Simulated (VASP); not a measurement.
# SnC2: structure and properties in VASP, part 2 of 5

What structure does SnC2 take at this level, and what are its properties? The cell is invented: it takes the structure of COD entry 1522125, SrC2 (space group 139 there), with some of its atoms replaced by other elements, volume scaled by an estimate. It may not be a known or stable phase.

VASP 6.6.1, plane waves and PAW; the level of theory is named at each step.

So far, gap on the k-mesh (eV): step 2 (rough relaxation of the start cell) 1.02. The relaxed cell has a = 4.105, c = 6.633 Å (conventional setting).

## (3) Relaxing cell and atoms (BEEF-vdW)

Level of this step: BEEF-vdW; plane waves and PAW (Sn_d, C); invented cell (VASP).

Properties are meant for the cell that this level of theory prefers, so cell and atoms are relaxed first (ISIF = 3) until forces and stress are small; EDIFFG sets the threshold.

Contents of INCAR:

```
SYSTEM = SnC2
PREC = Accurate
ENCUT = 520
EDIFF = 1E-06
NELM = 100
ISMEAR = 0
SIGMA = 0.05
LREAL = .FALSE.
ALGO = Normal
GGA = BF
LUSE_VDW = .TRUE.
ZAB_VDW = -1.8867
LASPH = .TRUE.
NBANDS = 17
LORBIT = 11
LWAVE = .FALSE.
LCHARG = .FALSE.
IBRION = 2
NSW = 60
ISIF = 3
EDIFFG = -0.01
```

Contents of POSCAR:

```
SnC2
1.0
   -2.0524233791      2.0524233791      3.3164155140
    2.0524233791     -2.0524233791      3.3164155140
    2.0524233791      2.0524233791     -3.3164155140
Sn C
1 2
Direct
    0.0000000000      0.0000000000      0.0000000000
    0.4042743433      0.4042743433      0.0000000000
    0.5957256567      0.5957256567      0.0000000000
```

Contents of KPOINTS:

```
Automatic mesh
0
Gamma
8 8 8
0 0 0
```

PAW data sets: Sn_d and C (PBE family, release 64).

Started as:

```console
> mpirun -np 1 vasp_std
```

Output:

```text
[banner, memory and clock lines left out]
running    1 mpi-ranks, on    1 nodes
 distrk:  each k-point on    1 cores,    1 groups
 distr:  one band on    1 cores,    1 groups

 POSCAR found type information on POSCAR SnC
 POSCAR found :  2 types and       3 ions

     **************************************************************************
     Initializing libbeef V0.1.3 with the BEEF-vdW functional.
     **************************************************************************

 [... a notice as in an earlier step ...]

 [... a notice as in an earlier step ...]

 LDA part: xc-table for (Slater+PW92), standard interpolation
 POSCAR, INCAR and KPOINTS ok, starting setup
 FFT: planning ... GRIDC
 FFT: planning ... GRID_SOFT
 FFT: planning ... GRID
 WAVECAR not read
 entering main loop
       N       E                     dE             d eps       ncg     rms          rms(c)
DAV:   1     0.151593298852E+03    0.15159E+03   -0.11146E+04  2039   0.162E+03
DAV:   2    -0.964169337094E-01   -0.15169E+03   -0.14722E+03  2352   0.371E+02
DAV:   3    -0.157438571580E+02   -0.15647E+02   -0.15557E+02  2492   0.109E+02
DAV:   4    -0.161506659785E+02   -0.40681E+00   -0.40637E+00  2231   0.190E+01
DAV:   5    -0.161649121728E+02   -0.14246E-01   -0.14245E-01  2664   0.347E+00    0.876E+00
DAV:   6    -0.128799166560E+02    0.32850E+01   -0.83756E+00  2577   0.153E+01    0.370E+00
DAV:   7    -0.128067237050E+02    0.73193E-01   -0.18097E+00  2282   0.685E+00    0.193E+00
DAV:   8    -0.128225962912E+02   -0.15873E-01   -0.30631E-01  2496   0.381E+00    0.599E-01
DAV:   9    -0.128073567122E+02    0.15240E-01   -0.11894E-01  2566   0.174E+00    0.165E-01
DAV:  10    -0.128072693195E+02    0.87393E-04   -0.82931E-03  2152   0.547E-01    0.806E-02
DAV:  11    -0.128074487827E+02   -0.17946E-03   -0.50768E-04  2220   0.164E-01    0.373E-02
DAV:  12    -0.128074964504E+02   -0.47668E-04   -0.12804E-04  2178   0.101E-01    0.985E-03
DAV:  13    -0.128074948843E+02    0.15661E-05   -0.33001E-05  2547   0.301E-02    0.275E-03
DAV:  14    -0.128074944780E+02    0.40633E-06   -0.31027E-06  1967   0.132E-02
   1 F= -.12807494E+02 E0= -.12807494E+02  d E =-.128075E+02
 curvature:   0.00 expect dE= 0.000E+00 dE for cont linesearch  0.000E+00
 trial: gam= 0.00000 g(F)=  0.303E-04 g(S)=  0.240E-03 ort = 0.000E+00 (trialstep = 0.100E+01)
 search vector abs. value=  0.270E-03
 bond charge predicted
       N       E                     dE             d eps       ncg     rms          rms(c)
DAV:   1    -0.128096067782E+02   -0.21119E-02   -0.49576E-02  2537   0.297E+00    0.247E-01
DAV:   2    -0.128080128873E+02    0.15939E-02   -0.31079E-03  2544   0.685E-01    0.107E-01
DAV:   3    -0.128076716679E+02    0.34122E-03   -0.11016E-03  2576   0.431E-01    0.195E-02
DAV:   4    -0.128076477350E+02    0.23933E-04   -0.69962E-05  2913   0.621E-02    0.646E-03
DAV:   5    -0.128076445849E+02    0.31501E-05   -0.49044E-06  2035   0.144E-02    0.339E-03
DAV:   6    -0.128076413792E+02    0.32056E-05   -0.13997E-06  1593   0.143E-02    0.932E-04
DAV:   7    -0.128076417080E+02   -0.32878E-06   -0.24029E-07  1040   0.513E-03
   2 F= -.12807642E+02 E0= -.12807642E+02  d E =-.147230E-03
[...]
3 F= -.12807644E+02 E0= -.12807644E+02  d E =-.149552E-03
[...]
4 F= -.12807151E+02 E0= -.12807151E+02  d E =0.493221E-03
 trial-energy change:    0.000493  1 .order    0.000490   -0.000168    0.001148
 step:   0.1293(harm=  0.1293)  dis= 0.00017  next Energy=   -12.807655 (dE=-0.107E-04)
 bond charge predicted
       N       E                     dE             d eps       ncg     rms          rms(c)
DAV:   1    -0.128087230590E+02   -0.15719E-02   -0.33720E-02  2495   0.251E+00    0.184E-01
DAV:   2    -0.128078749301E+02    0.84813E-03   -0.15720E-03  2551   0.584E-01    0.887E-02
DAV:   3    -0.128076545546E+02    0.22038E-03   -0.74457E-04  2551   0.385E-01    0.105E-02
DAV:   4    -0.128076530574E+02    0.14972E-05   -0.28073E-05  2300   0.640E-02    0.461E-03
DAV:   5    -0.128076543849E+02   -0.13275E-05   -0.22308E-06  1717   0.127E-02    0.160E-03
DAV:   6    -0.128076546385E+02   -0.25365E-06   -0.22353E-07  1027   0.615E-03
   5 F= -.12807655E+02 E0= -.12807655E+02  d E =-.106086E-04
 curvature:  -0.11 expect dE=-0.686E-06 dE for cont linesearch -0.354E-09
 trial: gam= 0.03308 g(F)=  0.351E-06 g(S)=  0.609E-05 ort = 0.952E-06 (trialstep = 0.836E+00)
 search vector abs. value=  0.680E-05
 reached required accuracy - stopping structural energy minimisation
```

Elapsed: 7.9 min, on 1 MPI rank of AMD EPYC 7R43, shared host; peak memory 0.46 GiB.

Parts of OUTCAR (step 3):

```text
  LATTYP: Found a body centered tetragonal cell.
 ALAT       =     4.1048467582
 C/A-ratio  =     1.6158535065

The static configuration has the point symmetry D_4h.

 Found     59 irreducible k-points:

   k-points           NKPTS =     59   k-points in BZ     NKDIM =     59   number of bands    NBANDS=     17

   dimension x,y,z NGX =    36 NGY =   36 NGZ =   36
   dimension x,y,z NGXF=    72 NGYF=   72 NGZF=   72

   ENCUT  =  520.0 eV  38.22 Ry    6.18 a.u.   8.19  8.19  8.19*2*pi/ulx,y,z

   NELECT =      22.0000    total number of electrons

 E-fermi :   4.4161

 k-point     1 :       0.0000    0.0000    0.0000
  band No.  band energies     occupation
    ...
      7      -2.9144      2.00000
      8      -0.3162      2.00000
      9       1.2817      2.00000
     10       1.2817      2.00000
     11       3.9134      2.00000
     12       7.3070      0.00000
     13       7.3278      0.00000
     14       7.3278      0.00000
     15       8.5854      0.00000
     16       8.5854      0.00000
    ...

 k-point     2 :       0.1250    0.0000    0.0000
  band No.  band energies     occupation
    ...
      7      -3.0373      2.00000
      8      -0.2784      2.00000
      9       1.2720      2.00000
     10       1.2946      2.00000
     11       3.6508      2.00000
     12       6.8331      0.00000
     13       7.3573      0.00000
     14       7.8157      0.00000
     15       8.3857      0.00000
     16       8.4014      0.00000
    ...

Total vdW correction in eV:      3.5926493

  Total        0.0075672      0.0075672     -0.0162505      0.0000000      0.0000000      0.0000000
  in kB        0.2160537      0.2160537     -0.4639735      0.0000000      0.0000000      0.0000000
  external PRESSURE =      -0.0106220 kB  Pullay stress =       0.0000000 kB

  energy-cutoff  :      520.00
  volume of cell :       56.12
      direct lattice vectors                 reciprocal lattice vectors
    -2.055504859  2.055504859  3.320383031     0.000000000  0.243249243  0.150585037
     2.055504859 -2.055504859  3.320383031     0.243249243  0.000000000  0.150585037
     2.055504859  2.055504859 -3.320383031     0.243249243  0.243249243  0.000000000

 POSITION                                       TOTAL-FORCE (eV/Angst)
 -----------------------------------------------------------------------------------
     -0.00000      0.00000      0.00000        -0.000000     -0.000000     -0.000000
      0.00000      0.00000      2.68548         0.000000      0.000000     -0.001908
      0.00000      0.00000      3.95528        -0.000000     -0.000000      0.001908
 -----------------------------------------------------------------------------------
    total drift:                                0.000000      0.000000     -0.000000

  FREE ENERGIE OF THE ION-ELECTRON SYSTEM (eV)
  ---------------------------------------------------
  free  energy   TOTEN  =       -12.8076546385 eV

  energy  without entropy=      -12.8076546385  energy(sigma->0) =      -12.80765464

Total vdW correction in eV:      3.5926573

 total charge
# of ion       s       p       d       tot
------------------------------------------
    1        1.492   0.488   9.978  11.958
    2        0.966   1.528   0.000   2.494
    3        0.966   1.528   0.000   2.494
--------------------------------------------------
tot          3.424   3.545   9.978  16.947

[... 2 parts as in an earlier step ...]

[... 7 further parts left out ...]
```

Step by step:

| step | energy less that of the first step (eV) | largest force (eV/Å) | pressure (GPa) | volume (Å³) |
| --- | --- | --- | --- | --- |
| 1 | 0.0000 | 0.0177 | 0.20 | 55.88 |
| 2 | -0.0001 | 0.0324 | 0.08 | 56.07 |
| 3 | -0.0001 | 0.0386 | 0.06 | 56.09 |
| 4 | 0.0003 | 0.2458 | -0.41 | 56.27 |
| 5 | -0.0002 | 0.0019 | 0.00 | 56.12 |

| conventional cell, symmetrised | before | after | change |
| --- | --- | --- | --- |
| a (Å) | 4.105 | 4.111 | +0.2 % |
| b (Å) | 4.105 | 4.111 | +0.2 % |
| c (Å) | 6.633 | 6.641 | +0.1 % |
| volume (Å³/atom) | 18.63 | 18.71 | +0.4 % |

The relaxed structure:

```
Sn C
1.0
    -2.05550    2.05550    3.32038
     2.05550   -2.05550    3.32038
     2.05550    2.05550   -3.32038
Sn C
1 2
Direct
  0.00000 0.00000 0.00000
  0.40439 0.40439 0.00000
  0.59561 0.59561 0.00000
```

This step gave:

- irreducible k-points: 59
- Fermi energy: 4.416 eV
- pressure: -0.001062 GPa
- valence top at k: -0.125, 0.125, 0.125
- least direct gap at k: -0.125, 0.25, 0.125
- SCF cycles over all ionic steps: 38
- gap on the k-mesh: 1.067 eV
- least direct gap on the k-mesh: 1.804 eV

It ends with a largest force of 0.002 eV/Å and a pressure of 0.00 GPa.

## (4) Single point with fields (BEEF-vdW)

The relaxed cell gets a fresh self-consistent run, on a basis set for its own volume, to fix the density and to check the remaining stress.

INCAR: that of step 3 with these lines changed.

```diff
@@ -16,6 +16,5 @@
 LWAVE = .FALSE.
-LCHARG = .FALSE.
-IBRION = 2
-NSW = 60
-ISIF = 3
-EDIFFG = -0.01
+LCHARG = .TRUE.
+ISIF = 2
+LELF = .TRUE.
+LVHAR = .TRUE.
```

Contents of POSCAR:

```
SnC2
1.0
   -2.0555048587      2.0555048587      3.3203830307
    2.0555048587     -2.0555048587      3.3203830307
    2.0555048587      2.0555048587     -3.3203830307
Sn C
1 2
Direct
    0.0000000000      0.0000000000      0.0000000000
    0.4043934983      0.4043934983      0.0000000000
    0.5956065017      0.5956065017      0.0000000000
```

KPOINTS is that of step 3.

Started as:

```console
> mpirun -np 1 vasp_std
```

Output:

```text
[... set-up lines as in an earlier step ...]
 entering main loop
       N       E                     dE             d eps       ncg     rms          rms(c)
DAV:   1     0.155162086022E+03    0.15516E+03   -0.11119E+04  2050   0.163E+03
DAV:   2    -0.392217272894E+00   -0.15555E+03   -0.15054E+03  2384   0.379E+02
DAV:   3    -0.157526035055E+02   -0.15360E+02   -0.15253E+02  2497   0.109E+02
DAV:   4    -0.161657706871E+02   -0.41317E+00   -0.41270E+00  2239   0.193E+01
DAV:   5    -0.161803896589E+02   -0.14619E-01   -0.14618E-01  2578   0.350E+00    0.877E+00
DAV:   6    -0.128790384925E+02    0.33014E+01   -0.84346E+00  2579   0.153E+01    0.371E+00
DAV:   7    -0.128069784063E+02    0.72060E-01   -0.18153E+00  2294   0.684E+00    0.192E+00
DAV:   8    -0.128229888466E+02   -0.16010E-01   -0.30915E-01  2489   0.380E+00    0.603E-01
DAV:   9    -0.128076209796E+02    0.15368E-01   -0.12094E-01  2577   0.174E+00    0.167E-01
DAV:  10    -0.128075078098E+02    0.11317E-03   -0.84567E-03  2161   0.549E-01    0.810E-02
DAV:  11    -0.128076914729E+02   -0.18366E-03   -0.52153E-04  2209   0.166E-01    0.374E-02
DAV:  12    -0.128077400752E+02   -0.48602E-04   -0.13141E-04  2169   0.101E-01    0.102E-02
DAV:  13    -0.128077382382E+02    0.18370E-05   -0.35374E-05  2559   0.313E-02    0.276E-03
DAV:  14    -0.128077378398E+02    0.39846E-06   -0.31497E-06  1978   0.133E-02
   1 F= -.12807738E+02 E0= -.12807738E+02  d E =-.229054E-13
```

Run time: 2.6 min. Hardware: 1 MPI rank; peak memory 0.47 GiB.

From OUTCAR (step 4):

```text
  LATTYP: Found a body centered tetragonal cell.
 ALAT       =     4.1110097174
 C/A-ratio  =     1.6153613146

The static configuration has the point symmetry D_4h.

 Found     59 irreducible k-points:

   ENCUT  =  520.0 eV  38.22 Ry    6.18 a.u.   8.21  8.21  8.21*2*pi/ulx,y,z

   NELECT =      22.0000    total number of electrons

 E-fermi :   4.4419

 k-point     1 :       0.0000    0.0000    0.0000
  band No.  band energies     occupation
    ...
      7      -2.9146      2.00000
      8      -0.3163      2.00000
      9       1.2816      2.00000
     10       1.2816      2.00000
     11       3.9132      2.00000
     12       7.3069      0.00000
     13       7.3277      0.00000
     14       7.3277      0.00000
     15       8.5853      0.00000
     16       8.5853      0.00000
    ...

 k-point     2 :       0.1250    0.0000    0.0000
  band No.  band energies     occupation
    ...
      7      -3.0375      2.00000
      8      -0.2785      2.00000
      9       1.2719      2.00000
     10       1.2945      2.00000
     11       3.6506      2.00000
     12       6.8330      0.00000
     13       7.3572      0.00000
     14       7.8155      0.00000
     15       8.3856      0.00000
     16       8.4013      0.00000
    ...

Total vdW correction in eV:      3.5926443

  Total        0.0092585      0.0092585     -0.0164011      0.0000000     -0.0000000      0.0000000
  in kB        0.2643433      0.2643433     -0.4682732      0.0000000     -0.0000000      0.0000000
  external PRESSURE =       0.0201378 kB  Pullay stress =       0.0000000 kB

 POSITION                                       TOTAL-FORCE (eV/Angst)
 -----------------------------------------------------------------------------------
      0.00000      0.00000      0.00000        -0.000000     -0.000000      0.000000
      0.00000      0.00000      2.68548         0.000000      0.000000     -0.001212
      0.00000      0.00000      3.95528        -0.000000     -0.000000      0.001212
 -----------------------------------------------------------------------------------
    total drift:                               -0.000000     -0.000000      0.000000

  FREE ENERGIE OF THE ION-ELECTRON SYSTEM (eV)
  ---------------------------------------------------
  free  energy   TOTEN  =       -12.8077378398 eV

  energy  without entropy=      -12.8077378398  energy(sigma->0) =      -12.80773784

Total vdW correction in eV:      3.5926611

[... 5 parts as in an earlier step ...]

[... 7 further parts left out ...]
```

Numbers from this step:

- SCF cycles: 14
- Fermi energy: 4.442 eV
- pressure: 0.002014 GPa

Valence electrons inside each PAW sphere by angular momentum. Sphere charges, by row:

| atom | s (e) | p (e) | d (e) | tot (e) |
| --- | --- | --- | --- | --- |
| Sn1 | 1.492 | 0.488 | 9.978 | 11.96 |
| C2 | 0.966 | 1.528 | 0 | 2.494 |
| C3 | 0.966 | 1.528 | 0 | 2.494 |

Valence density in the ac plane of the conventional cell at fractional y = 0.000, with atoms of Sn and C within 0.2 Å of it. It is the smooth field of the valence electrons, not physical close to the nuclei.

Ten steps, logarithmic in the rise over the least value, from '0' (0 e/Å³) to '9' (12 e/Å³), each cell a mean:
```
98631000012579
87521000012367
54311000001235
22110000000122
22100000000112
33210000000123
54310000001234
65421000001345
55421000002355
65421000012356
66421000012356
65421000012356
55421000012355
65421000001355
55321000001245
43210000001234
22110000000122
22110000000112
43210000001123
66421000001356
98631000012478
99742100012589
```
Columns run along a (4.1 Å), rows up along c (6.6 Å), edges of the conventional cell, whose origin can differ from the input's. Atoms in or near the plane, at fractional coordinates: Sn at (0.00, 0.00), C at (0.00, 0.40), C at (0.00, 0.60).

Electrostatic potential energy in the ac plane of the conventional cell at fractional y = 0.000, with atoms of Sn and C within 0.2 Å of it. With pseudopotentials it is smooth inside the atoms' cores, unlike the true potential.

Ten even steps from '_' (-83 eV) to '@' (4 eV), each cell a mean:
```
____--##@@@@@@@@@@@@%%++..__
__::++%%@@@@@@@@@@@@@@##--..
++**%%@@@@@@@@@@@@@@@@%%##++
%%@@@@@@@@@@@@@@@@@@@@@@@@%%
@@@@@@@@@@@@@@@@@@@@@@@@@@@@
@@@@@@@@@@@@@@@@@@@@@@@@@@@@
##%%@@@@@@@@@@@@@@@@@@@@@@%%
++++%%@@@@@@@@@@@@@@@@@@##==
%%==##@@@@@@@@@@@@@@@@@@++++
++++%%@@@@@@@@@@@@@@@@@@**==
++##@@@@@@@@@@@@@@@@@@@@%%**
==++%%@@@@@@@@@@@@@@@@@@##==
##==##@@@@@@@@@@@@@@@@@@++++
**==%%@@@@@@@@@@@@@@@@@@**++
++##@@@@@@@@@@@@@@@@@@@@%%**
@@@@@@@@@@@@@@@@@@@@@@@@@@@@
@@@@@@@@@@@@@@@@@@@@@@@@@@@@
@@@@@@@@@@@@@@@@@@@@@@@@@@@@
####%%@@@@@@@@@@@@@@@@@@%%##
::==**%%@@@@@@@@@@@@@@%%++--
____==##@@@@@@@@@@@@%%**::__
____::**@@@@@@@@@@@@%%==____
```
Columns run along a (4.1 Å; values clipped at the 3rd and 97th percentile), rows up along c (6.6 Å), edges of the conventional cell, whose origin can differ from the input's. Atoms in or near the plane, at fractional coordinates: Sn at (0.00, 0.00), C at (0.00, 0.40), C at (0.00, 0.60).

ELF in the ac plane of the conventional cell at fractional y = 0.000, with atoms of Sn and C within 0.2 Å of it. It is the smooth field of the valence electrons, not physical close to the nuclei.

Ten even steps from '0' (0.01) to '9' (0.93), each cell a mean:
```
22343100024421
23443100023443
44432000012344
33210000001223
44310000001234
88641000002578
99973000015899
78874100026887
14764100025763
46763100025775
98863100024789
77763100024777
14764100025763
46874100025775
99974100025899
99862000014799
66421000001356
33210000001123
44321000002334
34432100013443
22443100023432
51343100124422
```
Columns run along a (4.1 Å), rows up along c (6.6 Å), edges of the conventional cell, whose origin can differ from the input's. Atoms in or near the plane, at fractional coordinates: Sn at (0.00, 0.00), C at (0.00, 0.40), C at (0.00, 0.60).

In this run the pressure is 0.00 GPa, small enough to go on.

(Part 2 of 5 ends here.)

[Lines on the potential files, build, host, timing and source positions are cut from VASP's logs without a mark.]

[Logs are printed without paths, hosts, clocks, repeated set-up lines and the standing remarks that a program may print on its own settings, such as how far it seeks lower states.]

[Hosts, paths, dates, database ids (printed as entryN), source tags and the programs' standing remarks are cut or masked in the printed files.]

[A measured line is paired with the nearest computed mode of its activity, which favours agreement.]
